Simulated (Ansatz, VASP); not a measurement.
**Two plane-wave programs on HfGe4**

```
Hf Ge
1.0
    -3.07844    3.07844    3.07844
     3.07844   -3.07844    3.07844
     3.07844    3.07844   -3.07844
Hf Ge
1 4
Direct
  0.00000 0.00000 0.00000
  0.00000 0.00000 0.50000
  0.50000 0.00000 0.00000
  0.50000 0.50000 0.50000
  0.00000 0.50000 0.00000
```

Change from the starting cell: species swapped into the NiHg4 type (Im-3m, No. 229).

Alike in both runs: functional PBE; k mesh 4 × 4 × 4; occupations gaussian, width 0.1 eV; no spin polarisation.

Ansatz relaxed the structure, and its values are those at the end. VASP's run is a single point on that final structure, the one shown.

|  | VASP | Ansatz |
| --- | --- | --- |
| version | VASP 6.6.1 | Ansatz 0.2.0 |
| potentials or method | VASP PAW PBE potentials, release 64 (Hf_pv, Ge_d) | scalar-relativistic, plane waves, PAW |
| plane-wave cutoff (eV) | 520 | 420 |
| valence electrons in the cell | 66 | 82 |

|  | VASP | Ansatz | Ansatz less VASP |
| --- | --- | --- | --- |
| gap on the k mesh at the Fermi level (eV) | none | none | - |
| pressure (GPa) | 0.0 | 0.1 | +0.06 |

A gap of «none» marks a metal or a gap that the smearing closes. The two sets of potentials don't hold the same shells in valence.

Caveats: the k mesh is coarse (spacing up to 0.36 Å⁻¹), so the values aren't converged. The runs have no spin-orbit coupling, so splittings on Hf are missing.
